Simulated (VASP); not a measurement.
Level of theory: PBEsol GGA, VASP's PBE PAW potentials (set 64) (plane waves; VASP).

Input for VASP

POSCAR:
```
CdTe(110) slab
1
    6.4973531396    -0.0000000000    -0.0000000000
   -0.0000000000     4.5943225228     0.0000000000
    0.0000000000     0.0000000000    24.2288143503
Cd Te
4 4
Direct
  0.0000000000   0.0000000000   0.6422170000
  0.5000000000   0.5000000000   0.5474060000
  0.0000000000   0.0000000000   0.4525940000
  0.5000000000   0.5000000000   0.3577830000
  0.2500000000   0.0000000000   0.5474060000
  0.7500000000   0.5000000000   0.6422170000
  0.2500000000   0.0000000000   0.3577830000
  0.7500000000   0.5000000000   0.4525940000
```

INCAR:
```
SYSTEM=CdTe(110) slab
PREC=Normal; ENCUT=400; LREAL=.False.
LASPH=.True.
EDIFF=1E-5; NELM=100; NELMIN=4
ALGO=Normal; LMAXMIX=4
ISMEAR=0; SIGMA=0.05
GGA=PS
IBRION=2; NSW=50; ISIF=2
EDIFFG=-0.03
LWAVE=.True.; LCHARG=.False.
DIPOL=0.5 0.5 0.5
LDIPOL=.True.; IDIPOL=3
```

File KPOINTS:
```
Automatic mesh
0
Gamma
3 5 1
0 0 0
```

POTCAR, in this order: Cd Te (PBE.64 set). Program: vasp_std.

The run wrote:

File OSZICAR:
```
...
DAV:   3    -0.209282835953E+02    0.11767E-03   -0.14312E-03   629   0.193E-01    0.147E-01
DAV:   4    -0.209282100079E+02    0.73587E-04   -0.20166E-04   605   0.692E-02    0.655E-02
DAV:   5    -0.209282085297E+02    0.14782E-05   -0.92018E-05   586   0.428E-02
  11 F= -.20928209E+02 E0= -.20928209E+02  d E =-.168345E-01
       N       E                     dE             d eps       ncg     rms          rms(c)
DAV:   1    -0.209255677345E+02    0.26423E-02   -0.21925E+01   516   0.214E+01    0.617E-01
DAV:   2    -0.209391326648E+02   -0.13565E-01   -0.14945E-01   575   0.193E+00    0.244E-01
DAV:   3    -0.209389170127E+02    0.21565E-03   -0.22715E-03   629   0.255E-01    0.196E-01
DAV:   4    -0.209387744885E+02    0.14252E-03   -0.17913E-04   597   0.739E-02    0.118E-01
DAV:   5    -0.209387143531E+02    0.60135E-04   -0.32668E-04   597   0.829E-02    0.220E-02
DAV:   6    -0.209387184474E+02   -0.40943E-05   -0.26164E-05   432   0.249E-02
  12 F= -.20938718E+02 E0= -.20938718E+02  d E =-.105099E-01
       N       E                     dE             d eps       ncg     rms          rms(c)
DAV:   1    -0.209105303527E+02    0.28184E-01   -0.48005E+01   516   0.318E+01    0.935E-01
DAV:   2    -0.209409428350E+02   -0.30412E-01   -0.33408E-01   567   0.300E+00    0.378E-01
DAV:   3    -0.209404950381E+02    0.44780E-03   -0.50436E-03   629   0.397E-01    0.295E-01
DAV:   4    -0.209401933189E+02    0.30172E-03   -0.34631E-04   589   0.109E-01    0.188E-01
DAV:   5    -0.209400514207E+02    0.14190E-03   -0.78195E-04   594   0.130E-01    0.351E-02
DAV:   6    -0.209400649098E+02   -0.13489E-04   -0.62861E-05   512   0.406E-02    0.255E-02
DAV:   7    -0.209400730732E+02   -0.81635E-05   -0.10230E-05   293   0.139E-02
  13 F= -.20940073E+02 E0= -.20940073E+02  d E =-.118645E-01
       N       E                     dE             d eps       ncg     rms          rms(c)
DAV:   1    -0.209366631800E+02    0.34017E-02   -0.83727E+00   516   0.133E+01    0.372E-01
DAV:   2    -0.209417662558E+02   -0.51031E-02   -0.56172E-02   570   0.117E+00    0.159E-01
DAV:   3    -0.209416911126E+02    0.75143E-04   -0.85519E-04   637   0.155E-01    0.128E-01
DAV:   4    -0.209416424691E+02    0.48644E-04   -0.81305E-05   589   0.502E-02    0.731E-02
DAV:   5    -0.209416343808E+02    0.80883E-05   -0.12195E-04   591   0.514E-02    0.143E-02
DAV:   6    -0.209416368327E+02   -0.24519E-05   -0.10241E-05   317   0.173E-02
  14 F= -.20941637E+02 E0= -.20941637E+02  d E =-.134283E-01
       N       E                     dE             d eps       ncg     rms          rms(c)
DAV:   1    -0.209343559988E+02    0.72784E-02   -0.17345E+01   516   0.191E+01    0.853E-01
DAV:   2    -0.209472821666E+02   -0.12926E-01   -0.14173E-01   552   0.181E+00    0.271E-01
DAV:   3    -0.209471572743E+02    0.12489E-03   -0.21283E-03   634   0.243E-01    0.217E-01
DAV:   4    -0.209470540887E+02    0.10319E-03   -0.40707E-04   575   0.914E-02    0.809E-02
DAV:   5    -0.209470650731E+02   -0.10984E-04   -0.68609E-05   541   0.345E-02    0.162E-02
DAV:   6    -0.209470660368E+02   -0.96366E-06   -0.43202E-06   282   0.980E-03
  15 F= -.20947066E+02 E0= -.20947066E+02  d E =-.542920E-02
       N       E                     dE             d eps       ncg     rms          rms(c)
DAV:   1    -0.209468797769E+02    0.18530E-03   -0.37036E-01   516   0.279E+00    0.122E-01
DAV:   2    -0.209471538268E+02   -0.27405E-03   -0.30104E-03   552   0.258E-01    0.414E-02
DAV:   3    -0.209471517403E+02    0.20865E-05   -0.45112E-05   543   0.347E-02    0.326E-02
DAV:   4    -0.209471507081E+02    0.10322E-05   -0.11610E-05   306   0.166E-02
  16 F= -.20947151E+02 E0= -.20947151E+02  d E =-.551388E-02
       N       E                     dE             d eps       ncg     rms          rms(c)
DAV:   1    -0.209425540740E+02    0.45977E-02   -0.11705E+01   516   0.155E+01    0.469E-01
DAV:   2    -0.209490590388E+02   -0.65050E-02   -0.70916E-02   578   0.134E+00    0.157E-01
DAV:   3    -0.209489937922E+02    0.65247E-04   -0.10081E-03   605   0.170E-01    0.114E-01
DAV:   4    -0.209489493029E+02    0.44489E-04   -0.16915E-04   572   0.665E-02    0.404E-02
DAV:   5    -0.209489530003E+02   -0.36973E-05   -0.28380E-05   437   0.306E-02
  17 F= -.20948953E+02 E0= -.20948953E+02  d E =-.180229E-02
       N       E                     dE             d eps       ncg     rms          rms(c)
DAV:   1    -0.209489302400E+02    0.19063E-04   -0.12124E-01   516   0.158E+00    0.474E-02
DAV:   2    -0.209489971172E+02   -0.66877E-04   -0.71623E-04   575   0.132E-01    0.170E-02
DAV:   3    -0.209489963086E+02    0.80862E-06   -0.95265E-06   273   0.172E-02    0.118E-02
DAV:   4    -0.209489961384E+02    0.17020E-06   -0.54268E-06   285   0.125E-02
  18 F= -.20948996E+02 E0= -.20948996E+02  d E =-.184543E-02
       N       E                     dE             d eps       ncg     rms          rms(c)
DAV:   1    -0.209483169588E+02    0.67935E-03   -0.31890E+00   516   0.817E+00    0.241E-01
DAV:   2    -0.209503974636E+02   -0.20805E-02   -0.22451E-02   586   0.728E-01    0.109E-01
DAV:   3    -0.209503599554E+02    0.37508E-04   -0.32800E-04   648   0.938E-02    0.862E-02
DAV:   4    -0.209503362236E+02    0.23732E-04   -0.62525E-05   570   0.368E-02    0.375E-02
DAV:   5    -0.209503354340E+02    0.78953E-06   -0.19870E-05   348   0.203E-02
  19 F= -.20950335E+02 E0= -.20950335E+02  d E =-.133930E-02
       N       E                     dE             d eps       ncg     rms          rms(c)
DAV:   1    -0.209447163257E+02    0.56199E-02   -0.93773E+00   516   0.140E+01    0.423E-01
DAV:   2    -0.209508903067E+02   -0.61740E-02   -0.66676E-02   586   0.127E+00    0.188E-01
DAV:   3    -0.209507860998E+02    0.10421E-03   -0.97900E-04   648   0.165E-01    0.148E-01
DAV:   4    -0.209507218949E+02    0.64205E-04   -0.15895E-04   567   0.594E-02    0.701E-02
DAV:   5    -0.209507192323E+02    0.26626E-05   -0.72144E-05   581   0.365E-02
  20 F= -.20950719E+02 E0= -.20950719E+02  d E =-.172309E-02
       N       E                     dE             d eps       ncg     rms          rms(c)
DAV:   1    -0.209504706994E+02    0.25120E-03   -0.60787E-01   516   0.356E+00    0.101E-01
DAV:   2    -0.209508691840E+02   -0.39848E-03   -0.42320E-03   583   0.315E-01    0.490E-02
DAV:   3    -0.209508648143E+02    0.43697E-05   -0.60765E-05   616   0.399E-02    0.396E-02
DAV:   4    -0.209508630801E+02    0.17342E-05   -0.13642E-05   328   0.181E-02
  21 F= -.20950863E+02 E0= -.20950863E+02  d E =-.186694E-02
       N       E                     dE             d eps       ncg     rms          rms(c)
DAV:   1    -0.209476400747E+02    0.32247E-02   -0.60906E+00   516   0.112E+01    0.335E-01
DAV:   2    -0.209508934257E+02   -0.32534E-02   -0.36612E-02   572   0.952E-01    0.127E-01
DAV:   3    -0.209508230030E+02    0.70423E-04   -0.60950E-04   637   0.129E-01    0.919E-02
DAV:   4    -0.209507828718E+02    0.40131E-04   -0.77801E-05   594   0.468E-02    0.440E-02
DAV:   5    -0.209507767415E+02    0.61303E-05   -0.55633E-05   594   0.387E-02
  22 F= -.20950777E+02 E0= -.20950777E+02  d E =0.863387E-04
       N       E                     dE             d eps       ncg     rms          rms(c)
DAV:   1    -0.209504234318E+02    0.35944E-03   -0.16392E+00   516   0.583E+00    0.176E-01
DAV:   2    -0.209512892104E+02   -0.86578E-03   -0.97446E-03   569   0.488E-01    0.675E-02
DAV:   3    -0.209512699454E+02    0.19265E-04   -0.16862E-04   634   0.669E-02    0.484E-02
DAV:   4    -0.209512591181E+02    0.10827E-04   -0.19937E-05   425   0.253E-02    0.230E-02
DAV:   5    -0.209512577488E+02    0.13693E-05   -0.17923E-05   355   0.215E-02
  23 F= -.20951258E+02 E0= -.20951258E+02  d E =-.394669E-03
```

OUTCAR:
```
------------------------ aborting loop because EDIFF is reached ----------------------------------------
  FORCE on cell =-STRESS in cart. coord.  units (eV):
  Direction    XX          YY          ZZ          XY          YZ          ZX
  --------------------------------------------------------------------------------------
  Total       -1.2482149     -1.9864198     -0.4538188      0.0000000      0.0000000      0.0000000
  in kB       -2.7650936     -4.4003933     -1.0053167      0.0000000      0.0000000      0.0000000
  external PRESSURE =      -2.7236012 kB  Pullay stress =       0.0000000 kB
  volume of cell :      723.25
      direct lattice vectors                 reciprocal lattice vectors
     6.497353140  0.000000000  0.000000000     0.153908827  0.000000000  0.000000000
     0.000000000  4.594322523  0.000000000     0.000000000  0.217659948  0.000000000
     0.000000000  0.000000000 24.228814350     0.000000000  0.000000000  0.041273171
 POSITION                                       TOTAL-FORCE (eV/Angst)
 -----------------------------------------------------------------------------------
      6.15543      0.00000     14.92038         0.014736      0.000000      0.004932
      3.41484      2.29716     13.44377        -0.003893      0.000000      0.006498
      0.16617      0.00000     10.78504        -0.003893      0.000000     -0.006498
      2.90675      2.29716      9.30843         0.014736      0.000000     -0.004932
      1.78148      0.00000     13.14833        -0.012658      0.000000      0.009665
      4.89163      2.29716     15.80318         0.001815      0.000000     -0.003520
      1.64295      0.00000      8.42564         0.001815      0.000000      0.003520
      5.03016      2.29716     11.08049        -0.012658      0.000000     -0.009665
 -----------------------------------------------------------------------------------
    total drift:                                0.005406     -0.000000     -0.000020
  FREE ENERGIE OF THE ION-ELECTRON SYSTEM (eV)
  ---------------------------------------------------
  free  energy   TOTEN  =       -20.9512577488 eV

  energy  without entropy=      -20.9512577488  energy(sigma->0) =      -20.95125775

 reached required accuracy - stopping structural energy minimisation
```
(Selected blocks of OUTCAR.)

**CONTCAR**
```
CdTe(110) slab
   1.00000000000000
     6.4973531396000004    0.0000000000000000    0.0000000000000000
     0.0000000000000000    4.5943225227999998    0.0000000000000000
     0.0000000000000000    0.0000000000000000   24.2288143502999986
  Cd              Te
     4     4
Direct
     0.9473751979536960    0.0000000000000000    0.6158115473237570
     0.5255743095698968    0.5000000000000000    0.5548670506229669
     0.0255743095698966    0.0000000000000000    0.4451329493770328
     0.4473751979536960    0.5000000000000000    0.3841884526762427
     0.2741852562884469    0.0000000000000000    0.5426732300838116
     0.7528652361879603    0.5000000000000000    0.6522472699953090
     0.2528652361879604    0.0000000000000000    0.3477527300046911
     0.7741852562884469    0.5000000000000000    0.4573267699161885
```

OUTCAR:
```
 val. band max:       -2.4828637210   @ k =   0.0000   0.0000   0.0000

 cond. band min:      -1.0516242315   @ k =   0.0000   0.0000   0.0000


 Fermi energy:        -2.2668485471

 k-point     1 :       0.0000    0.0000    0.0000
  band No.  band energies     occupation
      1     -13.5010      2.00000
      2     -13.2008      2.00000
      3     -12.9211      2.00000
      4     -12.9144      2.00000
      5     -10.6929      2.00000
      6     -10.6871      2.00000
      7     -10.6581      2.00000
      8     -10.6228      2.00000
      9     -10.5433      2.00000
     10     -10.5426      2.00000
     11     -10.5332      2.00000
     12     -10.5125      2.00000
     13     -10.5030      2.00000
     14     -10.4820      2.00000
     15     -10.4464      2.00000
     16     -10.4247      2.00000
     17     -10.4225      2.00000
     18     -10.4044      2.00000
     19     -10.3830      2.00000
     20     -10.3803      2.00000
     21     -10.3600      2.00000
     22     -10.2574      2.00000
     23     -10.1098      2.00000
     24      -9.9402      2.00000
     25      -6.5580      2.00000
     26      -5.6194      2.00000
     27      -5.5871      2.00000
     28      -4.6190      2.00000
     29      -4.4361      2.00000
     30      -4.1137      2.00000
     31      -3.9037      2.00000
     32      -3.5103      2.00000
     33      -2.9866      2.00000
     34      -2.8870      2.00000
     35      -2.8015      2.00000
     36      -2.4829      2.00000
     37      -1.0516      0.00000
     38      -0.2650      0.00000
     39       0.0896      0.00000
     40       0.1942      0.00000
     41       0.7782      0.00000
     42       1.4780      0.00000
     43       2.1119      0.00000

 k-point     2 :       0.3333    0.0000    0.0000
  band No.  band energies     occupation
      1     -13.3875      2.00000
      2     -13.2140      2.00000
      3     -12.9778      2.00000
      4     -12.9523      2.00000
      5     -10.6633      2.00000
...
```

Unless said otherwise, spin-orbit coupling is left out, though it shifts the bands of the heavy elements here.

The cell is a thin slab with vacuum, built from CdTe (zinc blende): (110) face.
